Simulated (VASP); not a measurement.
All values below come from PBEsol GGA, VASP's PBE PAW potentials (set 64) (plane waves; VASP).

VASP input:

File KPOINTS:
```
Regular mesh
0
gamma
6 6 4
0 0 0
```

**INCAR**
```
! general
SYSTEM  = DyBi
PREC    = Accurate
ENCUT   = 480   ! plane-wave cut-off (eV)
LREAL   = F   ! projection in real space or not
LASPH   = T   ! aspherical one-centre terms

! electronic loop
EDIFF   = 1E-7
NELM    = 100   ! most electronic steps
ALGO    = Normal   ! blocked Davidson
LMAXMIX = 6   ! l cut-off of mixed one-centre charges

! smearing
ISMEAR  = 0   ! Gaussian
SIGMA   = 0.05

! functional
GGA     = PS

! ions
IBRION  = 2
NSW     = 30   ! most ionic steps
ISIF    = 2   ! forces and stress, cell fixed
EDIFFG  = -0.01   ! ionic stop

! output
LWAVE   = F
LCHARG  = F
```

POSCAR:
```
DyBi
1
    3.9975715640     0.0000000000     0.0000000000
    0.0000000000     3.9975715640     0.0000000000
    0.0000000000     0.0000000000     8.8817101243
Dy Bi
2 2
Direct
  0.0000000000   0.5000000000   0.0000000000
  0.5000000000   0.0000000000   0.5000000000
  0.0000000000   0.0000000000   0.2500000000
  0.0000000000   0.0000000000   0.7500000000
```

POTCAR, in this order: Dy_3 Bi_d (PBE.64 set). Program: vasp_std.

What will the output report for the number of irreducible k-points (NKPTS), number of bands (NBANDS), largest plane-wave count, number of space-group operations, FFT grid (NGX, NGY, NGZ)?

```yaml
number of irreducible k-points (NKPTS): 30
number of bands (NBANDS): 28
largest_plane_wave_count: 3415
number_of_space_group_operations: 16
FFT grid (NGX, NGY, NGZ): 30 × 30 × 64
```

The structure was generated: DyBi was put into the PtS type (P4_2/mmc), which need not be its known phase. This cell was strained or had an atom moved on purpose. The 4f electrons are frozen in the core of the lanthanide potential, so 4f levels, which can set the real gap, and their magnetism are missing.
